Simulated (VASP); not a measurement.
LiH (rock salt): the band gap from VASP (plane waves, PAW) at several levels of theory. Gaps are without spin-orbit coupling. Each level names its cell: its own relaxed one, PBE's, or the starting one. A gap is the smallest over the k-mesh and a band path; hybrids may have named points in place of the path, and GW has the mesh alone.  mBJ is a potential without an energy functional, so only the levels count.

```csv
level,band gap (eV)
LDA (own cell),2.52
PBE (own cell),2.97
PBEsol (own cell),2.73
RPBE (own cell),3.16
AM05 (own cell),2.72
PBE-D3(BJ) (own cell),2.89
PBE-D4 (own cell),2.95
optB88-vdW (own cell),3.31
rev-vdW-DF2 (own cell),3.12
revTPSS (own cell),3.66
SCAN (own cell),3.54
r2SCAN (own cell),3.58
r2SCAN+rVV10 (own cell),3.53
mBJ (TB09) (PBE cell),5.07
HSE06 (PBE cell),3.98
B3LYP (PBE cell),4.76
Hartree-Fock (PBE cell),10.92
```

The cell of the LDA (own cell) run:

Space group Fm-3m (No. 225); a = 3.9020 Å, b = 3.9020 Å, c = 3.9020 Å, α = 90.00°, β = 90.00°, γ = 90.00°

| atom | site | symmetry | x | y | z |
|---|---|---|---|---|---|
| Li | 4a | m-3m | 0.0000 | 0.0000 | 0.0000 |
| H | 4b | m-3m | 0.5000 | 0.5000 | 0.5000 |
(The calculation used a cell of 2 atoms; values per cell refer to that cell.)

Only levels that ran to the end are used. Left out are those held back, those with too coarse a band path, GW runs whose mesh misses a band edge, hybrids' fits of cells that aren't cubic and levels without matching references; a question may draw on a part of the rest.

The compound is LiH in the rock salt structure.
